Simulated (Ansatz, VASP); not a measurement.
GaGe: VASP beside Ansatz

```
Ga Ge
1.0
     0.00000    2.89784    2.89784
     2.89784    0.00000    2.89784
     2.89784    2.89784    0.00000
Ga Ge
1 1
Direct
  0.75000 0.75000 0.75000
  0.00000 0.00000 0.00000
```

The cell comes from a database or a generator and needn't be the stable form of this composition.

Alike in both runs: task single point; functional PBE; k mesh 14 × 14 × 14; occupations gaussian, width 0.15 eV; no spin polarisation.

|  | VASP | Ansatz |
| --- | --- | --- |
| version | VASP 6.6.1 | Ansatz 0.2.0 |
| potentials or method | VASP PAW PBE potentials, release 64 (Ga_d, Ge_d) | scalar-relativistic, plane waves, PAW |
| plane-wave cutoff (eV) | 520 | 420 |
| valence electrons in the cell | 27 | 27 |

|  | VASP | Ansatz | Ansatz less VASP |
| --- | --- | --- | --- |
| gap on the k mesh at the Fermi level (eV) | none | none | - |
| pressure (GPa) | 0.2 | 0.1 | -0.05 |

A gap of «none» marks a metal or a gap that the smearing closes. The functional is the same, so the differences come from potentials, cutoffs and numerics.
